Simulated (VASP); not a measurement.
Computed with r2SCAN meta-GGA, VASP's PBE PAW potentials (set 64) (plane waves; VASP).

VASP input:

### KPOINTS
```
Automatic mesh
0
Gamma
6 6 10
0 0 0
```

File POSCAR:
```
GePt2
1
    6.7269827044     0.0000000000    -0.0000000000
   -3.3634913523     5.8257382474     0.0000000000
    0.0000000000     0.0000000000     3.5548482099
Ge Pt
3 6
Direct
  0.6666670000   0.3333330000   0.0000000000
  0.3333330000   0.6666670000   0.0000000000
  0.0000000000   0.0000000000   0.5000000000
  0.6214065116   0.0000000000   0.5000000000
  0.3785934884   0.3785934884   0.5000000000
  1.0000000000   0.6214065116   0.5000000000
  0.0000000000   0.2825611111   1.0000000000
  0.2825611111   1.0000000000   0.0000000000
  0.7174388889   0.7174388889   0.0000000000
```

**INCAR**
```
SYSTEM = GePt2
PREC = Accurate
ENCUT = 400
EDIFF = 1E-7
NELM = 100
ALGO = Normal
LREAL = .FALSE.
LASPH = .TRUE.
ISMEAR = -5
METAGGA = R2SCAN
LMIXTAU = .TRUE.
LMAXMIX = 6
LWAVE = .FALSE.
LCHARG = .FALSE.
LORBIT = 11
NEDOS = 601
ISIF = 2
LEFG = .TRUE.
```

File KPOINTS_OPT:
```
k-points along high-symmetry lines
6
Line-mode
Reciprocal
  0.000000   0.000000   0.000000 ! GAMMA
  0.500000   0.000000   0.000000 ! M

  0.500000   0.000000   0.000000 ! M
  0.333333   0.333333   0.000000 ! K

  0.333333   0.333333   0.000000 ! K
  0.000000   0.000000   0.000000 ! GAMMA

  0.000000   0.000000   0.000000 ! GAMMA
  0.000000   0.000000   0.500000 ! A

  0.000000   0.000000   0.500000 ! A
  0.500000   0.000000   0.500000 ! L

  0.500000   0.000000   0.500000 ! L
  0.333333   0.333333   0.500000 ! H

  0.333333   0.333333   0.500000 ! H
  0.000000   0.000000   0.500000 ! A

  0.500000   0.000000   0.500000 ! L
  0.500000   0.000000   0.000000 ! M

  0.333333   0.333333   0.500000 ! H
  0.333333   0.333333   0.000000 ! K
```

POTCAR, in this order: Ge_d Pt (PBE.64 set). Program: vasp_std.

Unless said otherwise, spin-orbit coupling is left out, though it shifts the bands of the heavy elements here.

Problem. Predict the energy per atom (σ→0), band gap (over mesh and band path).

Solution. 
```
Property                                                               Value
----------------------------------  ----------------------------------------
energy per atom (σ→0)                                        -39.321 eV/atom
band gap (over mesh and band path)  none (metal, semimetal or under 0.01 eV)
```

### OSZICAR
```
...
DAV:  21    -0.353890047738E+03   -0.27310E-05   -0.40412E-07  5023   0.399E-03    0.822E-04
DAV:  22    -0.353890047875E+03   -0.13672E-06   -0.87828E-09  2872   0.659E-04    0.515E-04
DAV:  23    -0.353890048145E+03   -0.27027E-06   -0.12684E-08  2852   0.815E-04    0.218E-04
DAV:  24    -0.353890048247E+03   -0.10256E-06   -0.72362E-09  2777   0.537E-04    0.130E-04
DAV:  25    -0.353890048262E+03   -0.14752E-07   -0.84281E-10  2757   0.233E-04
   1 F= -.35389005E+03 E0= -.35389005E+03  d E =0.000000E+00
       N       E                     dE             ncg
       N       E                     dE             ncg
```

The structure comes from a computed database's GePt2 entry (P-62m); how it stands against other phases isn't given here. It was relaxed first.
